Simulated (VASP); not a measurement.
The cell holds one Mg (hcp) (0 0 0 1) slab, with vacuum along c, ions free to move until forces fall under 0.03 eV/Å, no reconstruction beyond this cell, dipole correction on.

Consider the following.

```
CELL_PARAMETERS angstrom
      3.19092     0.00000     0.00000
     -1.59546     2.76342     0.00000
      0.00000     0.00000    24.84150
ATOMIC_POSITIONS crystal
  Mg 0.66667 0.33333 0.34082
  Mg 0.66667 0.33333 0.55333
  Mg 0.33333 0.66667 0.44667
  Mg 0.33333 0.66667 0.65918
```

The numbers are results of PBEsol GGA, VASP's PBE PAW potentials (set 64) (plane waves; VASP 6.6.1), not measurements. Settings: 400 eV cut-off, 10×10×1 Γ-centred mesh, first-order Methfessel-Paxton smearing of 0.10 eV, potentials Mg.

Slab and bulk use different k-meshes, so the surface energy is good to a few per cent at best.

**Question.** Predict its surface energy, work function, band gap (on the k-mesh).

**Answer.** 
```
Property                                                     Value
------------------------  ----------------------------------------
surface energy                                          0.60 J/m^2
work function                                              3.66 eV
band gap (on the k-mesh)  none (metal, semimetal or under 0.01 eV)
```

The cell is a thin slab with vacuum, built from Mg (hcp): (001) face.
